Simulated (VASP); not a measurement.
A 63-atom supercell of Si (diamond) holds B on the Si site with a neighbouring Si vacancy in charge state +0. It is relaxed twice, with the total moment held at 1 and at 3 μB. Level of theory: PBE GGA, VASP's PBE PAW potentials (set 64) (plane waves; VASP). Settings: PREC = Normal, LREAL = Auto, ISYM = 0, EDIFF = 1E-5, 400 eV cut-off, 1×1×1 Γ-centred mesh, Gaussian smearing of 0.050 eV, potentials Si B.

The supercell is sampled at Γ alone, which is coarse: total energies, pressure and levels can be off, energies of defects by several tenths of an eV.

**Question.** Which spin state lies lower, and by how much?

**Answer.** The state with 1 μB lies lower, by 0.72 eV.

The cell is a supercell with a defect, built from Si (diamond).
